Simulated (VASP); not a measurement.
These are LDA (Ceperley-Alder, Perdew-Zunger), VASP's LDA PAW potentials (set 64) (plane waves; VASP 6.6.1) values and carry that method's errors.

VASP input:

### POSCAR
```
F2
1
    2.5563200000    -1.5840250000     0.0000000000
    2.5563200000     1.5840250000     0.0000000000
   -0.5621090000     0.0000000000     6.5977080000
F
4
Direct
  0.5958300000   0.9153300000   0.5979600000
  0.4041700000   0.0846700000   0.4020400000
  0.0846700000   0.4041700000   0.9020400000
  0.9153300000   0.5958300000   0.0979600000
```

### INCAR
```
SYSTEM = F2
PREC = Accurate
ENCUT = 400
EDIFF = 1E-6
NELM = 100
ALGO = Normal
LREAL = .FALSE.
LASPH = .TRUE.
ISMEAR = 0
SIGMA = 0.01
LWAVE = .FALSE.
LCHARG = .FALSE.
ISIF = 2
```

**KPOINTS**
```
Automatic
0
Gamma
  10 10 4
0 0 0
```

POTCAR, in this order: F (LDA.64 set). Program: vasp_std.

Output of the run:

OSZICAR:
```
       N       E                     dE             d eps       ncg     rms          rms(c)
DAV:   1     0.163181596365E+03    0.16318E+03   -0.15100E+04  4322   0.122E+03
DAV:   2    -0.398400926159E+01   -0.16717E+03   -0.16383E+03  6084   0.309E+02
DAV:   3    -0.104381688957E+02   -0.64542E+01   -0.64304E+01  4588   0.630E+01
DAV:   4    -0.104777082749E+02   -0.39539E-01   -0.39528E-01  4756   0.554E+00
DAV:   5    -0.104779315209E+02   -0.22325E-03   -0.22324E-03  4528   0.395E-01    0.110E+01
DAV:   6    -0.910216443379E+01    0.13758E+01   -0.50292E-01  4462   0.843E+00    0.608E+00
DAV:   7    -0.862543394937E+01    0.47673E+00   -0.64959E-01  4292   0.888E+00    0.715E-01
DAV:   8    -0.862213998667E+01    0.32940E-02   -0.83453E-02  4358   0.242E+00    0.118E-01
DAV:   9    -0.862200420683E+01    0.13578E-03   -0.12686E-03  4540   0.332E-01    0.591E-02
DAV:  10    -0.862200102463E+01    0.31822E-05   -0.14411E-04  4740   0.104E-01    0.239E-02
DAV:  11    -0.862200163585E+01   -0.61122E-06   -0.15548E-05  4510   0.438E-02    0.604E-03
DAV:  12    -0.862200113005E+01    0.50580E-06   -0.86738E-07  2650   0.112E-02
   1 F= -.86220011E+01 E0= -.86220011E+01  d E =-.520301E-23
```

File OUTCAR:
```
------------------------ aborting loop because EDIFF is reached ----------------------------------------
  FORCE on cell =-STRESS in cart. coord.  units (eV):
  Direction    XX          YY          ZZ          XY          YZ          ZX
  --------------------------------------------------------------------------------------
  Total       -6.1239651     -5.9934098     -5.0818647      0.0000000      0.0000000     -0.0162524
  in kB     -183.6297111   -179.7149553   -152.3818861      0.0000000      0.0000000     -0.4873347
  external PRESSURE =    -171.9088508 kB  Pullay stress =       0.0000000 kB
  volume of cell :       53.43
      direct lattice vectors                 reciprocal lattice vectors
     2.556320000 -1.584025000  0.000000000     0.195593666 -0.315651584  0.016664114
     2.556320000  1.584025000  0.000000000     0.195593666  0.315651584  0.016664114
    -0.562109000  0.000000000  6.597708000     0.000000000  0.000000000  0.151567787
 POSITION                                       TOTAL-FORCE (eV/Angst)
 -----------------------------------------------------------------------------------
      3.52689      0.50610      3.94517        -0.005495      0.068919     -0.123007
      1.02364     -0.50610      2.65254         0.005495     -0.068919      0.123007
      0.74259      0.50610      5.95140         0.005495      0.068919      0.123007
      3.80794     -0.50610      0.64631        -0.005495     -0.068919     -0.123007
 -----------------------------------------------------------------------------------
    total drift:                                0.000000      0.000000      0.000000
  FREE ENERGIE OF THE ION-ELECTRON SYSTEM (eV)
  ---------------------------------------------------
  free  energy   TOTEN  =        -8.6220011300 eV

  energy  without entropy=       -8.6220011300  energy(sigma->0) =       -8.62200113
```
(Selected blocks of OUTCAR.)

At this cut-off the stress carries a Pulay error, which pulls relaxed volumes low.

The structure comes from a computed database's F2 entry; how it stands against other phases isn't given here. The cell was not relaxed at this level. The run is one of a series of settings (GGA removed, POTCAR F (LDA.64 set) against the base run), some of them coarse on purpose.
